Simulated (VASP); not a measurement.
# K2CuBr2F2 (P4/mmm) in VASP: notebook

The runs below take K2CuBr2F2 through single point, with PBE, PBEsol, revPBE+D3(BJ), PBEsol+D4.

Program: VASP 6.6.1. These are calculated values, not measurements. Logs are shortened: lines on timing, memory, paths and dates and some standing lists are left out, and cuts for length are marked.

## (1) The crystal as given

The structure is tetragonal, space group P4/mmm (No. 123). Conventional cell: a = 5.029 Å, b = 5.029 Å, c = 6.635 Å, α = 90.00°, β = 90.00°, γ = 90.00°. Br (site symmetry mmm) is surrounded by 2 Cu at 2.51 Å. Around Cu (site symmetry 4/mmm) lie 4 Br at 2.51 Å. Around K (site symmetry mmm) lie 4 F at 2.51 Å. Around F (site symmetry 4/mmm) lie 4 K at 2.51 Å. F (site symmetry 4/mmm) is surrounded by 4 K at 2.51 Å.

The cell comes from a database or a generator and needn't be the stable form of this composition.

## (2) Single point, PBE

INCAR

```
SYSTEM = K2CuBr2F2
PREC     = Accurate       ! precision mode
ENCUT    = 520            ! plane-wave cutoff, eV
EDIFF    = 1E-6           ! SCF threshold, eV
ISMEAR   = 0              ! smearing method
SIGMA    = 0.1            ! smearing width, eV
LREAL    = .FALSE.        ! projectors in reciprocal space
LASPH    = .TRUE.         ! aspherical terms in the spheres
NELM     = 100            ! most SCF steps
ALGO     = Fast           ! electronic algorithm
ISIF     = 2              ! what is computed and relaxed
LWAVE    = .FALSE.        ! write WAVECAR
LCHARG   = .TRUE.         ! write CHGCAR
GGA      = PE             ! functional
LELF     = .TRUE.         ! ELF
LVHAR    = .TRUE.
```

KPOINTS

```
regular mesh
0
G
  5 5 4
  0 0 0
```

POSCAR

```
K2CuBr2F2
1.0
    5.0293070000      0.0000000000      0.0000000000
    0.0000000000      5.0293070000      0.0000000000
    0.0000000000      0.0000000000      6.6348630000
Br Cu K F
2 1 2 2
Direct
    0.5000000000      0.0000000000      0.0000000000
    0.0000000000      0.5000000000      0.0000000000
    0.0000000000      0.0000000000      0.0000000000
    0.5000000000      0.0000000000      0.5000000000
    0.0000000000      0.5000000000      0.5000000000
    0.5000000000      0.5000000000      0.5000000000
    0.0000000000      0.0000000000      0.5000000000
```

Potentials or basis: VASP PAW PBE potentials, release 54 (Br, Cu, K_sv, F).

On the command line:

```console
cat potpaw_PBE.54/Br/POTCAR potpaw_PBE.54/Cu/POTCAR potpaw_PBE.54/K_sv/POTCAR potpaw_PBE.54/F/POTCAR > POTCAR
mpirun -np 1 vasp_std > vasp.out
```

OUTCAR:

```text
SYSTEM = K2CuBr2F2
   PREC = Accurate
   ENCUT = 520
   EDIFF = 1E-6
   ISMEAR = 0
   LREAL = .FALSE.
   LASPH = .TRUE.
   NELM = 100
   ISIF = 2
   GGA = PE

 ion  position               nearest neighbor table
   1  0.500  0.000  0.000-   3 2.51   3 2.51
   2  0.000  0.500  0.000-   3 2.51   3 2.51
   3  0.000  0.000  0.000-   1 2.51   2 2.51   2 2.51   1 2.51
   4  0.500  0.000  0.500-   6 2.51   7 2.51   6 2.51   7 2.51   5 3.56   5 3.56   5 3.56   5 3.56

   5  0.000  0.500  0.500-   6 2.51   7 2.51   7 2.51   6 2.51   4 3.56   4 3.56   4 3.56   4 3.56

   6  0.500  0.500  0.500-   4 2.51   5 2.51   4 2.51   5 2.51
   7  0.000  0.000  0.500-   4 2.51   5 2.51   5 2.51   4 2.51

  LATTYP: Found a simple tetragonal cell.
 ALAT       =     5.0293070000
 C/A-ratio  =     1.3192400066

  Lattice vectors:

 A1 = (   5.0293070000,   0.0000000000,   0.0000000000)
 A2 = (   0.0000000000,   5.0293070000,   0.0000000000)
 A3 = (   0.0000000000,   0.0000000000,   6.6348630000)

Analysis of symmetry for initial positions (statically):
=====================================================================
 Subroutine PRICEL returns:
 Original cell was already a primitive cell.

 Routine SETGRP: Setting up the symmetry group for a
 simple tetragonal supercell.

 Subroutine GETGRP returns: Found 16 space group operations
 (whereof 16 operations were pure point group operations)
 out of a pool of 16 trial point group operations.

The static configuration has the point symmetry D_4h.

Analysis of symmetry for dynamics (positions and initial velocities):
=====================================================================
 Subroutine PRICEL returns:
 Original cell was already a primitive cell.

 Routine SETGRP: Setting up the symmetry group for a
 simple tetragonal supercell.

 Subroutine GETGRP returns: Found 16 space group operations
 (whereof 16 operations were pure point group operations)
 out of a pool of 16 trial point group operations.

The dynamic configuration has the point symmetry D_4h.

 Subroutine INISYM returns: Found 16 space group operations
 (whereof 16 operations are pure point group operations),
 and found     1 'primitive' translations

----------------------------------------------------------------------------------------

                                     Primitive cell

  volume of cell :     167.8218

  direct lattice vectors                    reciprocal lattice vectors
     5.029307000  0.000000000  0.000000000     0.198834551  0.000000000  0.000000000
     0.000000000  5.029307000  0.000000000     0.000000000  0.198834551  0.000000000
     0.000000000  0.000000000  6.634863000     0.000000000  0.000000000  0.150719013

  length of vectors
     5.029307000  5.029307000  6.634863000     0.198834551  0.198834551  0.150719013

  position of ions in fractional coordinates (direct lattice)
     0.500000000  0.000000000  0.000000000
     0.000000000  0.500000000  0.000000000
     0.000000000  0.000000000  0.000000000
     0.500000000  0.000000000  0.500000000
     0.000000000  0.500000000  0.500000000
     0.500000000  0.500000000  0.500000000
     0.000000000  0.000000000  0.500000000

  ion indices of the primitive-cell ions
   primitive index   ion index
                 1           1
                 2           2
                 3           3
                 4           4
                 5           5
                 6           6
                 7           7

----------------------------------------------------------------------------------------

 KPOINTS: regular mesh

Automatic generation of k-mesh.
 Grid dimensions read from file:
 generate k-points for:    5    5    4

 Generating k-lattice:

  Cartesian coordinates                     Fractional coordinates (reciprocal lattice)
     0.039766910  0.000000000  0.000000000     0.200000000  0.000000000  0.000000000
     0.000000000  0.039766910  0.000000000     0.000000000  0.200000000  0.000000000
     0.000000000  0.000000000  0.037679753     0.000000000  0.000000000  0.250000000

  Length of vectors
     0.039766910  0.039766910  0.037679753

  Shift w.r.t. Gamma in fractional coordinates (k-lattice)
     0.000000000  0.000000000  0.000000000

 Subroutine IBZKPT returns following result:
 ===========================================

 Found     18 irreducible k-points:

 Following reciprocal coordinates:
            Coordinates               Weight
  0.000000  0.000000  0.000000      1.000000
  0.200000  0.000000  0.000000      4.000000
  0.400000  0.000000  0.000000      4.000000
  0.200000  0.200000  0.000000      4.000000
  0.400000  0.200000  0.000000      8.000000
  0.400000  0.400000  0.000000      4.000000
[... 10 lines left out ...]
  0.400000  0.200000  0.500000      8.000000
  0.400000  0.400000  0.500000      4.000000
   k-points           NKPTS =     18   k-points in BZ     NKDIM =     18   number of bands    NBANDS=     34
   number of dos      NEDOS =    301   number of ions     NIONS =      7
   total plane-waves  NPLWV =  80000
   dimension x,y,z NGX =    40 NGY =   40 NGZ =   50
   dimension x,y,z NGXF=    80 NGYF=   80 NGZF=  100
   ions per type =               2   1   2   2
   NGX,Y,Z   is equivalent  to a cutoff of  13.22, 13.22, 12.53 a.u.
   NGXF,Y,Z  is equivalent  to a cutoff of  26.44, 26.44, 25.06 a.u.
 SYSTEM =  K2CuBr2F2
   PREC   = accura    normal or accurate (medium, high low for compatibility)
   ISTART =      0    job   : 0-new  1-cont  2-samecut
   ICHARG =      2    charge: 1-file 2-atom 10-const
   ISPIN  =      1    spin polarized calculation?
   LNONCOLLINEAR =      F non collinear calculations
   LSORBIT =      F    spin-orbit coupling
   LASPH  =      T    aspherical Exc in radial PAW
   ENCUT  =  520.0 eV  38.22 Ry    6.18 a.u.   9.35  9.35 12.34*2*pi/ulx,y,z
   NELM   =    100;   NELMIN=  2; NELMDL= -5     # of ELM steps
   EDIFF  = 0.1E-05   stopping-criterion for ELM
   LREAL  =      F    real-space projection
   EDIFFG = 0.1E-04   stopping-criterion for IOM
   NSW    =      0    number of steps for IOM
   IBRION =     -1    ionic relax: 0-MD 1-quasi-New 2-CG
   NFREE  =      0    steps in history (QN), initial steepest desc. (CG)
   ISIF   =      2    stress and relaxation
   ISYM   =      2    0-nonsym 1-usesym 2-fastsym
   POTIM  = 0.5000    time-step for ionic-motion
   TEBEG  =    0.0;   TEEND  =   0.0 temperature during run
   PSTRESS=    0.0 pullay stress
   NELECT =      57.0000    total number of electrons
   NUPDOWN=      -1.0000    fix difference up-down
   EMIN   =  10.00;   EMAX   =-10.00  energy-range for DOS
   EFERMI =   0.00;   METHOD = LEGACY
   ISMEAR =     0;   SIGMA  =   0.10  broadening in eV -4-tet -1-fermi 0-gaus
   EFERMI_NEDOS =   21; number of points for ismear=-14 and -15
   IALGO  =     68    algorithm
   IMIX   =      4    mixing-type and parameters
     AMIX     =   0.40;   BMIX     =  1.00
     AMIX_MAG =   1.60;   BMIX_MAG =  1.00
  volume/ion in A,a.u.               =      23.97       161.79
  Fermi-wavevector in a.u.,A,eV,Ry     =   1.142222  2.158486 17.751115  1.304670
  Thomas-Fermi vector in A             =   2.278920
   LORBIT       =      0    0 simple, 1 ext, 2 COOP (PROOUT), +10 PAW based schemes
   GGA     = PE    functional components
   LHFCALC =     F    Hartree Fock is set to
   AEXX    =    0.0000 exact exchange contribution
   IVDW    =     0    specifies the selected vdW correction
   LEPSILON=     F    determine dielectric tensor
   LRPA    =     F    only Hartree local field effects (RPA)
 non-spin polarized calculation
 RMM-DIIS sequential band-by-band and
 Gauss-broadening in eV      SIGMA  =   0.10
  energy-cutoff  :      520.00
  volume of cell :      167.82
 maximum number of plane-waves:      4565
 NGX is ok and might be reduce to    40
   NGX = 19   NGY = 19   NGZ = 25

 number of electron      56.9999996 magnetization

 Free energy of the ion-electron system (eV)
  ---------------------------------------------------
  ext. energy  EPLUGINS =         0.00000000
  ---------------------------------------------------
  free energy    TOTEN  =       -23.22272357 eV

  energy without entropy =      -23.18374183  energy(sigma->0) =      -23.20323270

 E-fermi :  -1.3191     XC(G=0):  -8.1728

 val. band max:       -1.3214002924   @ k =   0.4000   0.4000   0.5000
 cond. band min:      -1.3172179088   @ k =   0.4000   0.4000   0.2500
 fundamental gap:      0.0041823836
 Fermi energy:        -1.3191271292

 k-point     1 :       0.0000    0.0000    0.0000
  band No.  band energies     occupation
      1     -27.6291      2.00000
      2     -27.5070      2.00000
      3     -20.3752      2.00000
      4     -20.1173      2.00000
      5     -15.4635      2.00000
      6     -14.7433      2.00000
[... 26 lines left out ...]
     33       6.4879      0.00000
     34       7.2884      0.00000

 k-point     2 :       0.2000    0.0000    0.0000
  band No.  band energies     occupation
      1     -27.6152      2.00000
      2     -27.5163      2.00000
      3     -20.3941      2.00000
      4     -20.1375      2.00000
      5     -15.3894      2.00000
      6     -14.8031      2.00000
[... 26 lines left out ...]
     33       6.6818      0.00000
     34       7.5967      0.00000

 k-point     3 :       0.4000    0.0000    0.0000
  band No.  band energies     occupation
      1     -27.5809      2.00000
      2     -27.5430      2.00000
      3     -20.4244      2.00000
      4     -20.1698      2.00000
      5     -15.2024      2.00000
      6     -14.9670      2.00000
[... 26 lines left out ...]
     33       6.9659      0.00000
     34       7.2598      0.00000
[... 482 lines left out ...]
 k-point    17 :       0.4000    0.2000    0.5000
  band No.  band energies     occupation
      1     -27.5746      2.00000
      2     -27.5439      2.00000
      3     -20.4441      2.00000
      4     -20.1900      2.00000
      5     -15.1813      2.00000
      6     -14.9923      2.00000
[... 26 lines left out ...]
     33       6.9800      0.00000
     34       8.4583      0.00000

 k-point    18 :       0.4000    0.4000    0.5000
  band No.  band energies     occupation
      1     -27.5609      2.00000
      2     -27.5492      2.00000
      3     -20.4759      2.00000
      4     -20.2223      2.00000
      5     -15.0952      2.00000
      6     -15.0238      2.00000
[... 26 lines left out ...]
     33       7.3487      0.00000
     34       8.7018      0.00000

------------------------ aborting loop because EDIFF is reached ----------------------------------------

  FORCE on cell =-STRESS in cart. coord.  units (eV):
  Direction    XX          YY          ZZ          XY          YZ          ZX
  --------------------------------------------------------------------------------------
  -------------------------------------------------------------------------------------
  Total        0.7890215      0.7890215      1.5309273     -0.0000000      0.0000000      0.0000000
  in kB        7.5327088      7.5327088     14.6156086     -0.0000000      0.0000000      0.0000000
  external PRESSURE =       9.8936754 kB  Pullay stress =       0.0000000 kB

 VOLUME and BASIS-vectors are now :
 -----------------------------------------------------------------------------
  energy-cutoff  :      520.00
  volume of cell :      167.82
      direct lattice vectors                 reciprocal lattice vectors
     5.029307000  0.000000000  0.000000000     0.198834551  0.000000000  0.000000000
     0.000000000  5.029307000  0.000000000     0.000000000  0.198834551  0.000000000
     0.000000000  0.000000000  6.634863000     0.000000000  0.000000000  0.150719013

 POSITION                                       TOTAL-FORCE (eV/Angst)
 -----------------------------------------------------------------------------------
      2.51465      0.00000      0.00000         0.000000      0.000000      0.000000
      0.00000      2.51465      0.00000         0.000000      0.000000      0.000000
      0.00000      0.00000      0.00000         0.000000      0.000000      0.000000
      2.51465      0.00000      3.31743         0.000000      0.000000      0.000000
      0.00000      2.51465      3.31743         0.000000      0.000000      0.000000
      2.51465      2.51465      3.31743         0.000000      0.000000      0.000000
      0.00000      0.00000      3.31743         0.000000      0.000000      0.000000
 -----------------------------------------------------------------------------------
    total drift:                                0.000000      0.000000     -0.000000

  FREE ENERGIE OF THE ION-ELECTRON SYSTEM (eV)
  ---------------------------------------------------
  free  energy   TOTEN  =       -23.2227235655 eV

  energy  without entropy=      -23.1837418252  energy(sigma->0) =      -23.20323270
```

Run time: 4.2 min. Hardware: 1 thread of AMD EPYC 9R14 (Zen 4), shared host; peak memory 0.32 GiB.

What came out:

| Property | Result |
| --- | --- |
| Free energy | -23.2227 eV |
| Pressure | 1.0 GPa |
| Band gap on the k mesh | none (metal or under the smearing width) |

Stress tensor (GPa, compression positive):
```
0.75 0.00 0.00
0.00 0.75 0.00
0.00 0.00 1.46
```

Caveat: an odd number of electrons without spin polarisation forces a metal; a magnetic or distorted state may lie lower; the run has no spin polarisation, though such a crystal can be magnetic; semilocal functionals often make such compounds metallic where correlation or magnetic order opens a gap, which also shifts bond lengths. With open d or f shells a metallic result of PBE can be an artefact of self-interaction; +U or a hybrid may open a gap.

## (3) Single point, PBEsol

INCAR

```
PREC = Accurate
ENCUT = 520
EDIFF = 1E-6
ISMEAR = 0
SIGMA = 0.02
LREAL = False
LASPH = True
NELM = 100
ALGO = Normal
ISIF = 2
LWAVE = False
LCHARG = False
GGA = PS
```

KPOINTS

```
regular mesh
0
Gamma
  5 5 4
```

POSCAR

```
K2CuBr2F2
1.0
    5.0293070000      0.0000000000      0.0000000000
    0.0000000000      5.0293070000      0.0000000000
    0.0000000000      0.0000000000      6.6348630000
Br Cu K F
2 1 2 2
Cartesian
    2.5146535000      0.0000000000      0.0000000000
    0.0000000000      2.5146535000      0.0000000000
    0.0000000000      0.0000000000      0.0000000000
    2.5146535000      0.0000000000      3.3174315000
    0.0000000000      2.5146535000      3.3174315000
    2.5146535000      2.5146535000      3.3174315000
    0.0000000000      0.0000000000      3.3174315000
```

Potentials or basis: VASP PAW PBE potentials, release 64 (Br, Cu, K_sv, F).

On the command line:

```console
cat potpaw_PBE.64/Br/POTCAR potpaw_PBE.64/Cu/POTCAR potpaw_PBE.64/K_sv/POTCAR potpaw_PBE.64/F/POTCAR > POTCAR
mpirun -np 1 vasp_std > vasp.out
```

It took 3.4 min on 1 thread of Intel Xeon Platinum 8375C at 2.90GHz (Ice Lake), shared host; peak memory 0.33 GiB.

The run converged. Its results:

* Free energy: -24.4290 eV
* Pressure: -1.1 GPa
* Band gap on the k mesh: none (metal or under the smearing width)

Stress tensor (GPa, compression positive):
```
-1.84  0.00  0.00
 0.00 -1.84  0.00
 0.00  0.00  0.34
```

Levels at points of the mesh, in eV from the Fermi level:
| k point | band 25 | band 26 | band 27 | band 28 | band 29 | band 30 | band 31 | band 32 | band 33 | band 34 |
| --- | --- | --- | --- | --- | --- | --- | --- | --- | --- | --- |
| (0.00, 0.00, 0.00) | -0.29 | -0.29 | -0.12 | 0.00 | 0.00 | 1.77 | 5.97 | 7.70 | 7.70 | 7.95 |
| (0.00, 0.00, 0.50) | -0.29 | -0.29 | -0.18 | -0.01 | -0.01 | 2.06 | 6.79 | 7.10 | 8.95 | 8.97 |

Caveat: the PAW data sets were made with another functional, which shifts forces and pressure a little; an odd number of electrons without spin polarisation forces a metal; a magnetic or distorted state may lie lower; the run has no spin polarisation, though such a crystal can be magnetic; semilocal functionals often make such compounds metallic where correlation or magnetic order opens a gap, which also shifts bond lengths. With open d or f shells a metallic result of PBEsol can be an artefact of self-interaction; +U or a hybrid may open a gap.

## (4) Single point, PBEsol

run.py

```python
from ase import Atoms
from ase.calculators.vasp import Vasp
from ase.dft.bandgap import bandgap

atoms = Atoms(
    ['Br', 'Br', 'Cu', 'K', 'K', 'F', 'F'],
    cell=[[5.029307, 0.0, 0.0], [0.0, 5.029307, 0.0], [0.0, 0.0, 6.634863]],
    scaled_positions=[[0.5, 0.0, 0.0], [0.0, 0.5, 0.0], [0.0, 0.0, 0.0], [0.5, 0.0, 0.5], [0.0, 0.5, 0.5], [0.5, 0.5, 0.5], [0.0, 0.0, 0.5]],
    pbc=True,
)
calc = Vasp(
    directory='calc',
    xc='pbesol',
    pp='PBE',
    setups='recommended',
    prec='Accurate',
    encut=520,
    ediff=1e-07,
    ismear=0,
    sigma=0.02,
    lreal=False,
    lasph=True,
    nelm=60,
    algo='Normal',
    isif=2,
    lwave=False,
    lcharg=False,
    kpts=[5, 5, 4],
    gamma=True,
    nbands=38,
)
atoms.calc = calc

print('energy (eV):', atoms.get_potential_energy())
print('free energy (eV):', atoms.get_potential_energy(force_consistent=True))
print('forces (eV/A):')
print(atoms.get_forces())
print('stress (eV/A^3, Voigt):', atoms.get_stress())
print('Fermi level (eV):', calc.get_fermi_level())
gap, top, bottom = bandgap(calc)
print('band gap (eV):', gap, 'from (spin, k, band)', top, 'to', bottom)
```

On the command line:

```console
python run.py
```

It took 3.1 min on 1 thread of Intel Xeon Platinum 8375C at 2.90GHz (Ice Lake), shared host; peak memory 0.34 GiB.

The run converged. Its results:

```yaml
Free_energy: -24.4290 eV
Pressure: -1.1 GPa
Band_gap_on_the_k_mesh: none (metal or under the smearing width)
```

Stress tensor (GPa, compression positive):
```
-1.80  0.00  0.00
 0.00 -1.80  0.00
 0.00  0.00  0.39
```

Levels at points of the mesh, in eV from the Fermi level:
```tsv
k point	band 27	band 28	band 29	band 30	band 31	band 32
(0.00, 0.00, 0.00)	-0.12	0.00	0.00	1.77	5.97	7.70
(0.00, 0.00, 0.50)	-0.18	-0.01	-0.01	2.06	6.79	7.10
```

Caveat: the PAW data sets were made with another functional, which shifts forces and pressure a little; an odd number of electrons without spin polarisation forces a metal; a magnetic or distorted state may lie lower; the run has no spin polarisation, though such a crystal can be magnetic; semilocal functionals often make such compounds metallic where correlation or magnetic order opens a gap, which also shifts bond lengths. With open d or f shells a metallic result of PBEsol can be an artefact of self-interaction; +U or a hybrid may open a gap.

(Part 1 of 2 ends here.)
